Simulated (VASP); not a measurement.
Here is the system:

```xyz
1
Lattice="0.0000 1.9184 1.9184 1.9184 0.0000 1.9184 1.9184 1.9184 0.0000" Properties=species:S:1:pos:R:3 pbc="T T T"
Pd     0.0000     0.0000     0.0000
```

These are LDA (Ceperley-Alder, Perdew-Zunger), VASP's LDA PAW potentials (set 64) (plane waves; VASP 6.6.1) values and carry that method's errors. Run with 400 eV cut-off, 15×15×15 Γ-centred mesh, first-order Methfessel-Paxton smearing of 0.10 eV, potentials Pd.

Task: Estimate the energy per atom (σ→0), band gap (on the k-mesh) with the smallest direct gap where there is one.

Result: 
```
Quantity                                                     Value
------------------------  ----------------------------------------
band gap (on the k-mesh)  none (metal, semimetal or under 0.01 eV)
energy per atom (σ→0)                               -6.501 eV/atom
```

Only differences to runs with the same potentials and settings are physical.

The compound is Pd in the fcc structure. It was relaxed first. The start is the result of an earlier pass.
